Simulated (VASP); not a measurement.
Here is a VASP 6.6.1 calculation.

The input INCAR:

```
PREC     = Accurate       # precision mode
ENCUT    = 520            # plane-wave cutoff, eV
EDIFF    = 1E-7           # SCF threshold, eV
ISMEAR   = 0              # smearing method
SIGMA    = 0.03           # smearing width, eV
LREAL    = F              # projectors in reciprocal space
LASPH    = T              # aspherical terms in the spheres
NELM     = 120            # most SCF steps
ALGO     = Normal         # electronic algorithm
ISIF     = 3              # what is computed and relaxed
LWAVE    = F              # write WAVECAR
LCHARG   = F              # write CHGCAR
GGA      = PE             # functional
IBRION   = 2              # ionic algorithm
NSW      = 60             # ionic steps
EDIFFG   = -0.005         # ionic threshold
POTIM    = 0.3            # step
KPAR     = 4
```

KPOINTS

```
regular mesh
0
Gamma
  8 8 8
```

The input POSCAR:

```
Be2CdS3                                 
1.0
   -1.8090968156      5.5093508449      2.6509120140
    1.8090968156     -5.5093508449      2.6509120140
    1.8090968156      5.5093508449     -2.6509120140
  Be              Cd              S             
     2     1     3
Direct
     0.6737588555682736    0.0015516932080005    0.6722071623602661
     0.3293445408477353    0.0015516932080005    0.3277928376397340
     0.0093366280472630    0.0093366280472630    0.0000000000000000
     0.0913887210832288    0.2813636023713609    0.8100251187118678
     0.4713384736594922    0.2813636023713609    0.1899748812881321
     0.6750218907940150    0.1750218907940151    0.5000000000000000
```

Potentials or basis: VASP PAW PBE potentials, release 64 (Be, Cd, S).

The run is started by

```console
$ cat potpaw_PBE.64/Be/POTCAR potpaw_PBE.64/Cd/POTCAR potpaw_PBE.64/S/POTCAR > POTCAR
$ mpirun -np 4 vasp_std > vasp.out
```

Estimate the space group after relaxing (to 0.05 Å).

Imm2 (No. 44).

Estimate the band gap on the k mesh.

2.67 eV, direct.

Predict the relaxed volume.

17.61 Å³/atom.

Final structure:
```yaml
crystal:
  lattice:
    - [-1.80877, 5.50800, 2.65084]
    - [1.80877, -5.50800, 2.65084]
    - [1.80877, 5.50800, -2.65084]
  atoms:
    - { symbol: Be, position: [0.67372, 0.00155, 0.67217] }
    - { symbol: Be, position: [0.32938, 0.00155, 0.32783] }
    - { symbol: Cd, position: [0.00931, 0.00931, 0.00000] }
    - { symbol: S, position: [0.09142, 0.28140, 0.81002] }
    - { symbol: S, position: [0.47138, 0.28140, 0.18998] }
    - { symbol: S, position: [0.67498, 0.17498, 0.50000] }
```

A k mesh can miss the band edges.
